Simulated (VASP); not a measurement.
VASP ran on this input.

INCAR:
```
SYSTEM = CdTe
PREC = Accurate
ENCUT = 400
EDIFF = 1E-6
NELM = 6
ALGO = Normal
LREAL = .FALSE.
LASPH = .TRUE.
ISMEAR = 0
SIGMA = 0.05
GGA = PE
LMAXMIX = 4
LWAVE = .FALSE.
LCHARG = .FALSE.
ISIF = 2
```

KPOINTS:
```
Automatic mesh
0
Gamma
5 5 5
0 0 0
```

POSCAR:
```
CdTe
1
    0.0000000000     3.2400000000     3.2400000000
    3.2400000000     0.0000000000     3.2400000000
    3.2400000000     3.2400000000     0.0000000000
Cd Te
1 1
Direct
  0.0000000000   0.0000000000   0.0000000000
  0.2500000000   0.2500000000   0.2500000000
```

POTCAR, in this order: Cd Te (PBE.64 set). Program: vasp_std.

**Question.** Does this input run properly? What does VASP do?

**Answer.** There is a fault: NELM is too small, so the electronic loop ends before EDIFF is met. The run did not converge; its last values are not results. Against the sound run, the energy per atom (σ→0) falls by 0.008 eV/atom; the pressure rises by 2.34 GPa; the band gap goes up by 0.09 eV.

standard output:
```
 POSCAR found type information on POSCAR CdTe
 POSCAR found :  2 types and       2 ions
 Reading from existing POTCAR
 Reading from existing POTCAR
 LDA part: xc-table for (Slater+PW92), standard interpolation
 POSCAR, INCAR and KPOINTS ok, starting setup
 WAVECAR not read
 entering main loop
       N       E                     dE             d eps       ncg     rms          rms(c)
DAV:   1     0.879562070056E+02    0.87956E+02   -0.71727E+03   260   0.966E+02
DAV:   2    -0.159045158929E+01   -0.89547E+02   -0.86102E+02   310   0.253E+02
DAV:   3    -0.495817359213E+01   -0.33677E+01   -0.33628E+01   300   0.528E+01
DAV:   4    -0.498962390957E+01   -0.31450E-01   -0.31448E-01   380   0.441E+00
DAV:   5    -0.498969576264E+01   -0.71853E-04   -0.71853E-04   290   0.197E-01    0.586E+00
DAV:   6    -0.476994803192E+01    0.21975E+00   -0.46040E-01   295   0.900E+00

 -----------------------------------------------------------------------------
|                                                                             |
|           W    W    AA    RRRRR   N    N  II  N    N   GGGG   !!!           |
|           W    W   A  A   R    R  NN   N  II  NN   N  G    G  !!!           |
|           W    W  A    A  R    R  N N  N  II  N N  N  G       !!!           |
|           W WW W  AAAAAA  RRRRR   N  N N  II  N  N N  G  GGG   !            |
|           WW  WW  A    A  R   R   N   NN  II  N   NN  G    G                |
|           W    W  A    A  R    R  N    N  II  N    N   GGGG   !!!           |
|                                                                             |
|     The electronic self-consistency was not achieved in the given           |
|     number of steps (NELM). The forces and other quantities evaluated       |
|     might not be reliable so examine the results carefully. If you find     |
|     spurious results, we suggest increasing NELM, if you were close to      |
|     convergence or switching to a different ALGO or adjusting the           |
|     density mixing parameters otherwise.                                    |
|                                                                             |
 -----------------------------------------------------------------------------

   1 F= -.47699480E+01 E0= -.47699480E+01  d E =-.267014E-15
```

### OUTCAR
```
------------------------ aborting loop EDIFF was not reached (unconverged)  ----------------------------
  FORCE on cell =-STRESS in cart. coord.  units (eV):
  Direction    XX          YY          ZZ          XY          YZ          ZX
  --------------------------------------------------------------------------------------
  Total        2.0454958      2.0454958      2.0454958      0.0000000      0.0000000     -0.0000000
  in kB       48.1774875     48.1774875     48.1774875      0.0000000      0.0000000     -0.0000000
  external PRESSURE =      48.1774875 kB  Pullay stress =       0.0000000 kB
  volume of cell :       68.02
      direct lattice vectors                 reciprocal lattice vectors
     0.000000000  3.240000000  3.240000000    -0.154320988  0.154320988  0.154320988
     3.240000000  0.000000000  3.240000000     0.154320988 -0.154320988  0.154320988
     3.240000000  3.240000000  0.000000000     0.154320988  0.154320988 -0.154320988
  FREE ENERGIE OF THE ION-ELECTRON SYSTEM (eV)
  ---------------------------------------------------
  free  energy   TOTEN  =        -4.7699480319 eV

  energy  without entropy=       -4.7699480319  energy(sigma->0) =       -4.76994803
```
(Selected blocks of OUTCAR.)

To mend it, set NELM = 100.

The mended run (PBE GGA, plane waves, VASP's PBE PAW potentials (set 64)) converges, and its OSZICAR ends with
```
   1 F= -.47546915E+01 E0= -.47546915E+01  d E =-.161803E-12
```

The compound is CdTe in the zinc blende structure. The cell was not relaxed at this level.
